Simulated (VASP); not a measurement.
# N on Ni(100): which site?, part 2 of 3

Which site of Ni(100) does N prefer, and what does it do to the work function?

VASP 6.6.1, plane waves and PAW; the level of theory is named at each step.

Still holding for the runs below: The magnetic state follows from one typed start and may not be the lowest.

So far, largest spin moment in the PAW sphere (μB): step 2 (the bulk reference, job relaxation, k-mesh 19×19×19) 0.684; step 4 (relaxing the slab) 0.786.

### Step 6. Relaxing the adsorbate, site ontop

This step: RPBE, spin-polarised from a ferromagnetic start; plane waves and PAW (Ni, N) (VASP 6.6.1).

System of this step: Ni16N (Ni(100)). The cell holds 17 atoms: 16 Ni and 1 N. Cell: a = 5.027 Å, b = 5.027 Å, c = 20.332 Å, α = 90.0°, β = 90.0°, γ = 90.0°. It derives from Ni. N over the ontop site of Ni(100). Vacuum lies along c.

The adsorbate starts over a high-symmetry site, and it relaxes with the upper layers within that symmetry.

Contents of INCAR:

```
SYSTEM = Ni16N
PREC = Normal
ENCUT = 440
EDIFF = 1E-05
NELM = 120
ISMEAR = 1
SIGMA = 0.15
LREAL = Auto
ALGO = Fast
GGA = RP
NBANDS = 120
ISPIN = 2
MAGMOM = 1 1 1 1 1 1 1 1 1 1 1 1 1 1 1 1 0
LASPH = .TRUE.
LMAXMIX = 4
LORBIT = 11
LWAVE = .FALSE.
LCHARG = .FALSE.
KPAR = 2
NCORE = 2
IBRION = 2
NSW = 50
ISIF = 2
EDIFFG = -0.03
POTIM = 0.4
MAXMIX = 40
IDIPOL = 3
LDIPOL = .TRUE.
DIPOL = 0.5 0.5 0.513
```

Contents of POSCAR:

```
Ni16N
1.0
    5.0272167418      0.0000000000      0.0000000000
    0.0000000000      5.0272167418      0.0000000000
    0.0000000000      0.0000000000     20.3321685729
Ni N
16 1
Selective dynamics
Direct
    0.2500000000      0.2500000000      0.3688735900  F F F
    0.7500000000      0.2500000000      0.3688735900  F F F
    0.2500000000      0.7500000000      0.3688735900  F F F
    0.7500000000      0.7500000000      0.3688735900  F F F
    0.0000000000      0.0000000000      0.4562912000  F F F
    0.5000000000      0.0000000000      0.4562912000  F F F
    0.0000000000      0.5000000000      0.4562912000  F F F
    0.5000000000      0.5000000000      0.4562912000  F F F
    0.2500000000      0.2500000000      0.5453232500  T T T
    0.7500000000      0.2500000000      0.5453232500  T T T
    0.2500000000      0.7500000000      0.5453232500  T T T
    0.7500000000      0.7500000000      0.5453232500  T T T
    0.0000000000      0.0000000000      0.6298322300  T T T
    0.5000000000      0.0000000000      0.6298322300  T T T
    0.0000000000      0.5000000000      0.6298322300  T T T
    0.5000000000      0.5000000000      0.6298322300  T T T
    0.0000000000      0.0000000000      0.7232802100  T T T
```

Contents of KPOINTS:

```
Automatic mesh
0
Gamma
5 5 1
0 0 0
```

Potentials, in the order of the species: Ni and N (PBE family, release 64).

The run is started by

```sh
$ mpirun -np 4 vasp_std
```

Run time: 22 min. Hardware: 4 MPI ranks of Intel Xeon Platinum 8559C (Emerald Rapids), shared host; peak memory 1.5 GiB; 89 min of CPU time.

The steps of the relaxation (22 of 28):

```
step  energy less that of the first step (eV)  largest force (eV/Å)
   1                                   0.0000                3.1605
   2                                  -0.5809                0.9726
   4                                  -0.5932                0.2455
   5                                  -0.5998                0.2329
   6                                  -0.6113                0.3335
   7                                  -0.6123                0.3823
   9                                  -0.6161                0.3056
  10                                  -0.6199                0.2476
  11                                  -0.6232                0.1760
  13                                  -0.6257                0.3110
  14                                  -0.6266                0.2781
  15                                  -0.6285                0.1277
  16                                  -0.6285                0.1434
  18                                  -0.6290                0.0928
  19                                  -0.6291                0.0531
  20                                  -0.6291                0.0702
  22                                  -0.6297                0.0765
  23                                  -0.6297                0.0718
  24                                  -0.6298                0.0702
  25                                  -0.6299                0.0482
  27                                  -0.6301                0.0601
  28                                  -0.6302                0.0232
```

The atoms that moved most (Å):

```
atom      dx      dy      dz  length
 N17   0.000   0.000  -0.265   0.265
Ni16   0.000   0.000  -0.049   0.049
Ni15   0.000   0.000   0.031   0.031
Ni14   0.000   0.000   0.031   0.031
 Ni9   0.001   0.001  -0.019   0.019
Ni10  -0.001   0.001  -0.019   0.019
Ni11   0.001  -0.001  -0.019   0.019
Ni12  -0.001  -0.001  -0.019   0.019
```

The relaxed structure:

```xyz
17
Lattice="5.0272 0.0000 0.0000 0.0000 5.0272 0.0000 0.0000 0.0000 20.3322" Properties=species:S:1:pos:R:3
Ni    1.2568    1.2568    7.5000
Ni    3.7704    1.2568    7.5000
Ni    1.2568    3.7704    7.5000
Ni    3.7704    3.7704    7.5000
Ni    0.0000    0.0000    9.2774
Ni    2.5136    0.0000    9.2774
Ni    0.0000    2.5136    9.2774
Ni    2.5136    2.5136    9.2774
Ni    1.2580    1.2580   11.0687
Ni    3.7692    1.2580   11.0687
Ni    1.2580    3.7692   11.0687
Ni    3.7692    3.7692   11.0687
Ni    0.0000    0.0000   12.8177
Ni    2.5136    0.0000   12.8370
Ni    0.0000    2.5136   12.8370
Ni    2.5136    2.5136   12.7571
N     0.0000    0.0000   14.4413
```

Numbers from this step:

| Property | Result |
| --- | --- |
| electronic cycles | 262 |
| electrons | 165 |
| free energy (TOTEN) | -78.8752 eV |
| energy at zero smearing | -78.8800 eV |
| Fermi energy | -0.0157 eV |
| moment of the cell, from the last line of the log | 11.55 μB |
| dipole moment | 0, 0, 0.1695 e·Å |

Spin moment in the PAW sphere by atom:

```
atom  spin moment in the PAW sphere (μB)
 Ni1                               0.755
 Ni2                               0.755
 Ni3                               0.755
 Ni4                               0.755
 Ni5                               0.685
 Ni6                               0.724
 Ni7                               0.724
 Ni8                               0.686
 Ni9                               0.710
Ni10                               0.710
Ni11                               0.710
Ni12                               0.710
Ni13                               0.377
Ni14                               0.691
Ni15                               0.691
Ni16                               0.775
 N17                               0.438
```

The run ended after 28 ionic steps, 0.630 eV below its first step, once the forces on the free atoms met EDIFFG = -0.03.

VASP counts the dipole in electrons times Å, so a positive number points the physical dipole along −c.

### Step 7. Potential and states with the adsorbate, site ontop

A static run like the clean slab's shows how the vacuum level shifts, by charge transfer, by any dipole of the adsorbate and by the slab's own rearrangement.

INCAR, as its differences from that of step 6:

```diff
@@ -3,3 +3,3 @@
 ENCUT = 440
-EDIFF = 1E-05
+EDIFF = 1E-06
 NELM = 120
@@ -20,10 +20,7 @@
 NCORE = 2
-IBRION = 2
-NSW = 50
-ISIF = 2
-EDIFFG = -0.03
-POTIM = 0.4
-MAXMIX = 40
 IDIPOL = 3
 LDIPOL = .TRUE.
-DIPOL = 0.5 0.5 0.513
+DIPOL = 0.5 0.5 0.512
+LVHAR = .TRUE.
+LVACPOTAV = .TRUE.
+NEDOS = 1500
```

Contents of POSCAR:

```
Ni16N
1.0
    5.0272167418      0.0000000000      0.0000000000
    0.0000000000      5.0272167418      0.0000000000
    0.0000000000      0.0000000000     20.3321685729
Ni N
16 1
Selective dynamics
Direct
    0.2500000000      0.2500000000      0.3688735900  F F F
    0.7500000000      0.2500000000      0.3688735900  F F F
    0.2500000000      0.7500000000      0.3688735900  F F F
    0.7500000000      0.7500000000      0.3688735900  F F F
    0.0000000000      0.0000000000      0.4562912000  F F F
    0.5000000000      0.0000000000      0.4562912000  F F F
    0.0000000000      0.5000000000      0.4562912000  F F F
    0.5000000000      0.5000000000      0.4562912000  F F F
    0.2502464564      0.2502464564      0.5443913437  T T T
    0.7497535436      0.2502464564      0.5443913437  T T T
    0.2502464564      0.7497535436      0.5443913437  T T T
    0.7497535436      0.7497535436      0.5443913437  T T T
    0.0000000000      0.0000000000      0.6304131140  T T T
    0.5000000000      0.0000000000      0.6313662122  T T T
    0.0000000000      0.5000000000      0.6313662122  T T T
    0.5000000000      0.5000000000      0.6274328644  T T T
    0.0000000000      0.0000000000      0.7102672045  T T T
```

KPOINTS is that of step 6.

The run is started by

```sh
$ mpirun -np 4 vasp_std
```

The job ended after 3.4 min (4 MPI ranks; peak memory 1.5 GiB; 14 min of CPU time).

Numbers from this step:

| Quantity | Value |
| --- | --- |
| electronic cycles | 49 |
| Fermi energy | -0.0154 eV |
| vacuum levels | 5.901, 4.687 eV |
| work functions of the upper and lower face | 5.916, 4.702 eV |

Zero at the Fermi level. Table of planar average of the electrostatic potential by height:

```
height (Å)  planar average of the electrostatic potential (eV)
       0.0                                                5.74
       0.5                                                4.73
       1.0                                                4.70
       1.5                                                4.70
       2.0                                                4.70
       2.5                                                4.70
       3.0                                                4.70
       3.5                                                4.70
       4.0                                                4.70
       4.5                                                4.68
       5.0                                                4.63
       5.5                                                4.46
       6.0                                                3.86
       6.5                                                1.76
       7.0                                               -6.61
       7.5                                               -16.9
       8.0                                               -6.91
       8.5                                               -2.30
       9.0                                               -13.3
       9.5                                               -14.6
      10.0                                               -2.83
      10.5                                               -5.46
      11.0                                               -16.9
      11.5                                               -9.18
      12.0                                               -2.49
      12.5                                               -12.3
      13.0                                               -15.2
      13.5                                               -2.25
      14.0                                                1.69
      14.5                                                1.95
      15.0                                                4.53
      15.5                                                5.67
      16.0                                                5.87
      16.5                                                5.91
      17.0                                                5.92
      17.5                                                5.92
      18.0                                                5.92
      18.5                                                5.92
      19.0                                                5.92
      19.5                                                5.92
      20.0                                                5.92
```

Density of states in the PAW spheres, an atom over height of the layer and energy from the Fermi level.

Ten even steps from '_' (0.00 states/eV) to '@' (3.97 states/eV), each cell a mean:
```
::::::::..
++----==..
**====++..
@@%%##%%__
@@****##__
##******__
**++++==__
==++**==__
--====--__
::====--__
..====--..
..----::..
__....::::
____....__
__________
__________
__________
__________
__________
__________
__________
__________
```
Columns: height of the layer (Å) from 7.5 to 14.4 (not evenly spaced); rows upwards: energy from the Fermi level (eV) from -7.9 to 0.5.

Force by atom:

```
atom  x (eV/Å)  y (eV/Å)  z (eV/Å)   size
 Ni1     0.021     0.021     0.307  0.308
 Ni2    -0.021     0.021     0.307  0.308
 Ni3     0.021    -0.021     0.307  0.308
 Ni4    -0.021    -0.021     0.307  0.308
 Ni5     0.000     0.000    -0.207  0.207
 Ni6     0.000     0.000    -0.264  0.264
 Ni7     0.000     0.000    -0.264  0.264
 Ni8     0.000     0.000    -0.407  0.407
 Ni9    -0.002    -0.002    -0.013  0.014
Ni10     0.002    -0.002    -0.013  0.014
Ni11    -0.002     0.002    -0.013  0.014
Ni12     0.002     0.002    -0.013  0.014
Ni13     0.000     0.000    -0.024  0.024
Ni14     0.000     0.000     0.002  0.002
Ni15     0.000     0.000     0.002  0.002
Ni16     0.000     0.000    -0.005  0.005
 N17     0.000     0.000    -0.005  0.005
```

The map of layer states is cut here 0.5 eV above the Fermi level, so it leaves out the states above that.

At the end the adsorbate's closest contact with the slab is N-Ni at 1.62 Å, nearly straight above the slab's atom, and its lowest atom lies 1.60 Å above the highest atom of the slab.

The vacuum level lies 5.92 eV above the Fermi level at the upper face; the two faces differ by 1.21 eV, the step that the slab's dipole of 0.169 e·Å makes.

VASP counts the dipole in electrons times Å, so a positive number points the physical dipole along −c.

The program found no field-free point at its default tolerance, but its printed level agrees with the flat part of the planar average.

On this mesh the fine structure of the density of states is sampling noise, and high empty states may be cut by the number of bands.

### Step 8. Relaxing the adsorbate, site hollow

INCAR, as its differences from that of step 7:

```diff
@@ -3,3 +3,3 @@
 ENCUT = 440
-EDIFF = 1E-06
+EDIFF = 1E-05
 NELM = 120
@@ -20,7 +20,10 @@
 NCORE = 2
+IBRION = 2
+NSW = 50
+ISIF = 2
+EDIFFG = -0.03
+POTIM = 0.4
+MAXMIX = 40
 IDIPOL = 3
 LDIPOL = .TRUE.
-DIPOL = 0.5 0.5 0.512
-LVHAR = .TRUE.
-LVACPOTAV = .TRUE.
-NEDOS = 1500
+DIPOL = 0.5 0.5 0.511
```

Contents of POSCAR:

```
Ni16N
1.0
    5.0272167418      0.0000000000      0.0000000000
    0.0000000000      5.0272167418      0.0000000000
    0.0000000000      0.0000000000     20.3321685729
Ni N
16 1
Selective dynamics
Direct
    0.2500000000      0.2500000000      0.3688735900  F F F
    0.7500000000      0.2500000000      0.3688735900  F F F
    0.2500000000      0.7500000000      0.3688735900  F F F
    0.7500000000      0.7500000000      0.3688735900  F F F
    0.0000000000      0.0000000000      0.4562912000  F F F
    0.5000000000      0.0000000000      0.4562912000  F F F
    0.0000000000      0.5000000000      0.4562912000  F F F
    0.5000000000      0.5000000000      0.4562912000  F F F
    0.2500000000      0.2500000000      0.5453232500  T T T
    0.7500000000      0.2500000000      0.5453232500  T T T
    0.2500000000      0.7500000000      0.5453232500  T T T
    0.7500000000      0.7500000000      0.5453232500  T T T
    0.0000000000      0.0000000000      0.6298322300  T T T
    0.5000000000      0.0000000000      0.6298322300  T T T
    0.0000000000      0.5000000000      0.6298322300  T T T
    0.5000000000      0.5000000000      0.6298322300  T T T
    0.2500000000      0.2500000000      0.6863928500  T T T
```

KPOINTS is that of step 7.

The run is started by

```sh
$ mpirun -np 4 vasp_std
```

It took 20 min on 4 MPI ranks; peak memory 1.5 GiB.

Relaxation path:

```
step  energy less that of the first step (eV)  largest force (eV/Å)
   1                                   0.0000                3.5431
   2                                  -0.7025                2.5220
   3                                  -0.9913                0.8136
   4                                  -0.9924                0.8030
   5                                  -1.1128                0.6480
   6                                  -1.1861                0.4958
   7                                  -1.1871                0.4782
   8                                  -1.2120                0.2640
   9                                  -1.2205                0.2197
  10                                  -1.2329                0.1873
  11                                  -1.2347                0.2387
  12                                  -1.2423                0.1109
  13                                  -1.2459                0.0831
  14                                  -1.2432                0.2245
  15                                  -1.2464                0.0991
  16                                  -1.2503                0.0781
  17                                  -1.2520                0.0972
  18                                  -1.2534                0.0521
  19                                  -1.2537                0.0652
  20                                  -1.2537                0.0607
  21                                  -1.2537                0.0631
  22                                  -1.2537                0.0122
```

The atoms that moved most (Å):

```
atom      dx      dy      dz  length
 N17   0.000   0.000  -0.744   0.744
Ni15  -0.022   0.022   0.048   0.057
Ni14   0.022  -0.022   0.048   0.057
Ni13  -0.022  -0.022   0.048   0.057
Ni16   0.022   0.022   0.048   0.057
 Ni9   0.000   0.000  -0.056   0.056
Ni10   0.000   0.000  -0.054   0.054
Ni11   0.000   0.000  -0.054   0.054
```

Final coordinates:

```cif
data_structure
_symmetry_space_group_name_H-M 'P 1'
_symmetry_Int_Tables_number 1
_cell_length_a 5.0272
_cell_length_b 5.0272
_cell_length_c 20.3322
_cell_angle_alpha 90.000
_cell_angle_beta 90.000
_cell_angle_gamma 90.000
_cell_volume 513.85
loop_
_atom_site_label
_atom_site_type_symbol
_atom_site_fract_x
_atom_site_fract_y
_atom_site_fract_z
_atom_site_occupancy
Ni1 Ni 0.25000 0.25000 0.36887 1
Ni2 Ni 0.75000 0.25000 0.36887 1
Ni3 Ni 0.25000 0.75000 0.36887 1
Ni4 Ni 0.75000 0.75000 0.36887 1
Ni5 Ni 0.00000 0.00000 0.45629 1
Ni6 Ni 0.50000 0.00000 0.45629 1
Ni7 Ni 0.00000 0.50000 0.45629 1
Ni8 Ni 0.50000 0.50000 0.45629 1
Ni9 Ni 0.25000 0.25000 0.54258 1
Ni10 Ni 0.75000 0.25000 0.54267 1
Ni11 Ni 0.25000 0.75000 0.54267 1
Ni12 Ni 0.75000 0.75000 0.54493 1
Ni13 Ni 0.99563 0.99563 0.63218 1
Ni14 Ni 0.50437 0.99563 0.63218 1
Ni15 Ni 0.99563 0.50437 0.63218 1
Ni16 Ni 0.50437 0.50437 0.63218 1
N17 N 0.25000 0.25000 0.64978 1
```

Spin moment in the PAW sphere by atom:

```
atom  spin moment in the PAW sphere (μB)
 Ni1                               0.744
 Ni2                               0.750
 Ni3                               0.750
 Ni4                               0.758
 Ni5                               0.698
 Ni6                               0.698
 Ni7                               0.698
 Ni8                               0.698
 Ni9                               0.618
Ni10                               0.724
Ni11                               0.724
Ni12                               0.592
Ni13                               0.221
Ni14                               0.221
Ni15                               0.221
Ni16                               0.221
 N17                               0.020
```

The run ended after 22 ionic steps, 1.254 eV below its first step, once the forces on the free atoms met EDIFFG = -0.03.

### Step 9. Potential and states with the adsorbate, site hollow

INCAR, as its differences from that of step 8:

```diff
@@ -3,3 +3,3 @@
 ENCUT = 440
-EDIFF = 1E-05
+EDIFF = 1E-06
 NELM = 120
@@ -20,10 +20,7 @@
 NCORE = 2
-IBRION = 2
-NSW = 50
-ISIF = 2
-EDIFFG = -0.03
-POTIM = 0.4
-MAXMIX = 40
 IDIPOL = 3
 LDIPOL = .TRUE.
-DIPOL = 0.5 0.5 0.511
+DIPOL = 0.5 0.5 0.509
+LVHAR = .TRUE.
+LVACPOTAV = .TRUE.
+NEDOS = 1500
```

Contents of POSCAR:

```
Ni16N
1.0
    5.0272167418      0.0000000000      0.0000000000
    0.0000000000      5.0272167418      0.0000000000
    0.0000000000      0.0000000000     20.3321685729
Ni N
16 1
Selective dynamics
Direct
    0.2500000000      0.2500000000      0.3688735900  F F F
    0.7500000000      0.2500000000      0.3688735900  F F F
    0.2500000000      0.7500000000      0.3688735900  F F F
    0.7500000000      0.7500000000      0.3688735900  F F F
    0.0000000000      0.0000000000      0.4562912000  F F F
    0.5000000000      0.0000000000      0.4562912000  F F F
    0.0000000000      0.5000000000      0.4562912000  F F F
    0.5000000000      0.5000000000      0.4562912000  F F F
    0.2500000000      0.2500000000      0.5425819430  T T T
    0.7500000000      0.2500000000      0.5426748793  T T T
    0.2500000000      0.7500000000      0.5426748793  T T T
    0.7500000000      0.7500000000      0.5449342362  T T T
    0.9956290255      0.9956290255      0.6321790324  T T T
    0.5043709745      0.9956290255      0.6321790324  T T T
    0.9956290255      0.5043709745      0.6321790324  T T T
    0.5043709745      0.5043709745      0.6321790324  T T T
    0.2500000000      0.2500000000      0.6497810721  T T T
```

KPOINTS is that of step 8.

The run is started by

```sh
$ mpirun -np 4 vasp_std
```

It took 3.9 min on 4 MPI ranks; peak memory 1.4 GiB.

The map of layer states is cut here 0.5 eV above the Fermi level, so it leaves out the states above that.

At the end the adsorbate's closest contact with the slab is N-Ni at 1.84 Å, 1.81 Å to the side of the slab's atom, and its lowest atom lies 0.36 Å above the highest atom of the slab.

The vacuum level lies 4.93 eV above the Fermi level at the upper face; the two faces differ by 0.23 eV, the step that the slab's dipole of 0.032 e·Å makes.

VASP counts the dipole in electrons times Å, so a positive number points the physical dipole along −c.

The program found no field-free point at its default tolerance, but its printed level agrees with the flat part of the planar average.

On this mesh the fine structure of the density of states is sampling noise, and high empty states may be cut by the number of bands.

(Part 2 of 3 ends here.)

[Lines on the potential files, build, host, timing and source positions are cut from VASP's logs without a mark.]

[Logs are printed without paths, hosts, clocks, repeated set-up lines and the standing remarks that a program may print on its own settings, such as how far it seeks lower states.]

[Hosts, paths, dates, database ids (printed as entryN), source tags and the programs' standing remarks are cut or masked in the printed files.]

[Runs that stopped without an error message from VASP are left out.]
